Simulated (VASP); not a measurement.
Energy against volume of CaO (rock salt). These are RPBE GGA, VASP's PBE PAW potentials (set 64) (plane waves; VASP) values and carry that method's errors. Numerical set-up: 520 eV cut-off, 9×9×9 Γ-centred mesh, Gaussian smearing of 0.050 eV, potentials Ca_sv O.

```tsv
V (Å³/atom)	E (eV/atom)
13.794	-6.03003
14.235	-6.04406
14.675	-6.04885
15.115	-6.04572
```

Problem. Fit these four points and predict the energy of the run at 15.555 Å³/atom.

Solution. A cubic in V^(−2/3), the third-order Birch-Murnaghan form, passes through the four points with V0 = 14.71 Å³/atom and B0 = 95 GPa, and gives -6.0358 eV/atom there. The run gave -6.0359 eV/atom, -0.1 meV/atom from the fit; all five points give B0 = 95 GPa.

The compound is CaO in the rock salt structure. It was relaxed first, which changed the volume by +6 %.
